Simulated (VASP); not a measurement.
# SrTiO3 (Tausonite) (Pm-3m) in VASP: a series of runs, part 2 of 2

VASP 6.6.1. Earlier steps stand in the parts before.

**5. Relaxation of cell and atoms, PBEsol, target pressure 5 GPa, at which the enthalpy is minimised**

This run uses another cell than the first one, of 11.52 Å³/atom, 0.967 times its volume.

INCAR reads:

```
PREC = Accurate
ENCUT = 600
EDIFF = 1E-7
ISMEAR = 0
SIGMA = 0.03
LREAL = False
LASPH = True
NELM = 80
ALGO = Normal
ISIF = 3
LWAVE = False
LCHARG = False
GGA = PS
IBRION = 2
NSW = 90
EDIFFG = -0.005
PSTRESS = 50.0
```

KPOINTS reads:

```
Automatic mesh
0
Gamma
  8 8 8
```

POSCAR reads:

```
SrTiO3                                  
1.0
    3.8619321020      0.0000000000      0.0000000000
    0.0000000000      3.8619321020     -0.0000000000
    0.0000000000     -0.0000000000      3.8619321020
  Sr              Ti              O             
     1     1     3
Direct
     0.5000000000000000    0.5000000000000000    0.5000000000000000
     0.0000000000000000    0.0000000000000000    0.0000000000000000
     0.5000000000000000    0.0000000000000000    0.0000000000000000
     0.0000000000000000    0.5000000000000000    0.0000000000000000
     0.0000000000000000    0.0000000000000000    0.5000000000000000
```

Potentials or basis: VASP PAW PBE potentials, release 64 (Sr_sv, Ti_sv, O).

On the command line:

```sh
cat potpaw_PBE.64/Sr_sv/POTCAR potpaw_PBE.64/Ti_sv/POTCAR potpaw_PBE.64/O/POTCAR > POTCAR
mpirun -np 1 vasp_std > vasp.out
```

OUTCAR:

```text
PREC = Accurate
   ENCUT = 600
   EDIFF = 1E-7
   ISMEAR = 0
   LREAL = False
   LASPH = True
   NELM = 80
   ISIF = 3
   GGA = PS
   IBRION = 2
   NSW = 90
   EDIFFG = -0.005
   PSTRESS = 50.0

 ion  position               nearest neighbor table
   1  0.500  0.500  0.500-   3 2.73   4 2.73   5 2.73   3 2.73   4 2.73   3 2.73   5 2.73   3 2.73
                             4 2.73   5 2.73   4 2.73   5 2.73   2 3.34   2 3.34   2 3.34   2 3.34
   2  0.000  0.000  0.000-   3 1.93   4 1.93   5 1.93   5 1.93   4 1.93   3 1.93   1 3.34   1 3.34
                             1 3.34   1 3.34   1 3.34   1 3.34   1 3.34   1 3.34
   3  0.500  0.000  0.000-   2 1.93   2 1.93   1 2.73   1 2.73   1 2.73   1 2.73
   4  0.000  0.500  0.000-   2 1.93   2 1.93   1 2.73   1 2.73   1 2.73   1 2.73
   5  0.000  0.000  0.500-   2 1.93   2 1.93   1 2.73   1 2.73   1 2.73   1 2.73

  LATTYP: Found a simple cubic cell.
 ALAT       =     3.8619321020

  Lattice vectors:

 A1 = (   3.8619321020,   0.0000000000,   0.0000000000)
 A2 = (   0.0000000000,   3.8619321020,   0.0000000000)
 A3 = (   0.0000000000,   0.0000000000,   3.8619321020)

Analysis of symmetry for initial positions (statically):
[... 179 lines left out ...]

  energy without entropy =      -41.99640942  energy(sigma->0) =      -41.99640942

 E-fermi :   4.5959     XC(G=0): -11.7177

 val. band max:        4.3010997252   @ k =   0.5000   0.5000   0.5000
 cond. band min:       6.1596224274   @ k =   0.0000   0.0000   0.0000
 fundamental gap:      1.8585227022
 Fermi energy:         4.5959238150

 k-point     1 :       0.0000    0.0000    0.0000
  band No.  band energies     occupation
      1     -51.7614      2.00000
      2     -28.2451      2.00000
      3     -28.1477      2.00000
      4     -28.1477      2.00000
      5     -28.1477      2.00000
      6     -13.1807      2.00000
[... 637 lines left out ...]
     23       8.6262      0.00000
     24      10.3962      0.00000

 [... further k-points ...]
[... 5 lines left out ...]
  --------------------------------------------------------------------------------------
  -------------------------------------------------------------------------------------
  Total        1.7872524      1.7872524      1.7872524      0.0000000      0.0000000     -0.0000000
  in kB       49.7144421     49.7144421     49.7144421      0.0000000      0.0000000     -0.0000000
  external PRESSURE =      -0.2855579 kB  Pullay stress =      50.0000000 kB

 VOLUME and BASIS-vectors are now :
 -----------------------------------------------------------------------------
  energy-cutoff  :      600.00
  volume of cell :       57.60
      direct lattice vectors                 reciprocal lattice vectors
     3.861932102  0.000000000  0.000000000     0.258937748  0.000000000  0.000000000
     0.000000000  3.861932102  0.000000000     0.000000000  0.258937748  0.000000000
     0.000000000  0.000000000  3.861932102     0.000000000  0.000000000  0.258937748

 POSITION                                       TOTAL-FORCE (eV/Angst)
 -----------------------------------------------------------------------------------
      1.93097      1.93097      1.93097         0.000000      0.000000      0.000000
      0.00000      0.00000      0.00000         0.000000      0.000000      0.000000
      1.93097      0.00000      0.00000         0.000000      0.000000      0.000000
      0.00000      1.93097      0.00000         0.000000      0.000000      0.000000
      0.00000      0.00000      1.93097         0.000000      0.000000      0.000000
 -----------------------------------------------------------------------------------
    total drift:                                0.000000      0.000000     -0.000000

  FREE ENERGIE OF THE ION-ELECTRON SYSTEM (eV)
  ---------------------------------------------------
  free  energy   TOTEN  =       -41.9964094163 eV

  energy  without entropy=      -41.9964094163  energy(sigma->0) =      -41.99640942

  enthalpy is  TOTEN    =       -40.1988911017 eV   P V=        1.7975183145

 reached required accuracy - stopping structural energy minimisation
```

CONTCAR:

```text
SrTiO3
   1.00000000000000
     3.8619321019999999    0.0000000000000000    0.0000000000000000
     0.0000000000000000    3.8619321019999999    0.0000000000000000
     0.0000000000000000    0.0000000000000000    3.8619321019999999
  Sr              Ti              O
     1     1     3
Direct
     0.5000000000000000    0.5000000000000000    0.5000000000000000
     0.0000000000000000    0.0000000000000000    0.0000000000000000
     0.5000000000000000    0.0000000000000000    0.0000000000000000
     0.0000000000000000    0.5000000000000000    0.0000000000000000
     0.0000000000000000    0.0000000000000000    0.5000000000000000

  0.00000000E+00  0.00000000E+00  0.00000000E+00
  0.00000000E+00  0.00000000E+00  0.00000000E+00
  0.00000000E+00  0.00000000E+00  0.00000000E+00
  0.00000000E+00  0.00000000E+00  0.00000000E+00
  0.00000000E+00  0.00000000E+00  0.00000000E+00
```

Run time: 41 s. Hardware: 1 thread of Intel Xeon Platinum 8375C at 2.90GHz (Ice Lake), shared host; peak memory 0.22 GiB.

Results:

```yaml
Free_energy: -41.9964 eV
Pressure_after_relaxing: 5.0 GPa
Band_gap_on_the_k_mesh: 1.86 eV, indirect (least direct gap 2.20 eV)
```

Final structure:
```yaml
crystal:
  lattice:
    - [3.86193, 0.00000, 0.00000]
    - [0.00000, 3.86193, 0.00000]
    - [0.00000, 0.00000, 3.86193]
  atoms:
    - { symbol: Sr, position: [0.50000, 0.50000, 0.50000] }
    - { symbol: Ti, position: [0.00000, 0.00000, 0.00000] }
    - { symbol: O, position: [0.50000, 0.00000, 0.00000] }
    - { symbol: O, position: [0.00000, 0.50000, 0.00000] }
    - { symbol: O, position: [0.00000, 0.00000, 0.50000] }
```

Levels at points of the mesh, in eV from the valence-band top:
| k point | band 17 | band 18 | band 19 | band 20 | band 21 | band 22 | band 23 | band 24 |
| --- | --- | --- | --- | --- | --- | --- | --- | --- |
| (0.00, 0.00, 0.00) | -1.24 | -0.34 | -0.34 | -0.34 | 1.86 | 1.86 | 1.86 | 4.57 |
| (0.50, 0.00, 0.00) | -2.47 | -2.14 | -0.73 | -0.73 | 2.05 | 3.95 | 3.95 | 4.60 |
| (0.50, 0.50, 0.00) | -1.72 | -1.62 | -1.62 | -0.10 | 3.96 | 3.96 | 4.42 | 5.61 |
| (0.50, 0.50, 0.50) | -3.87 | 0.00 | 0.00 | 0.00 | 4.68 | 4.68 | 4.68 | 6.99 |

Caveat: the relaxation stopped at its first step, so nothing moved; the cell is relaxed towards a set pressure, so the enthalpy falls and the energy may rise; the PAW data sets were made with another functional, which shifts forces and pressure a little.
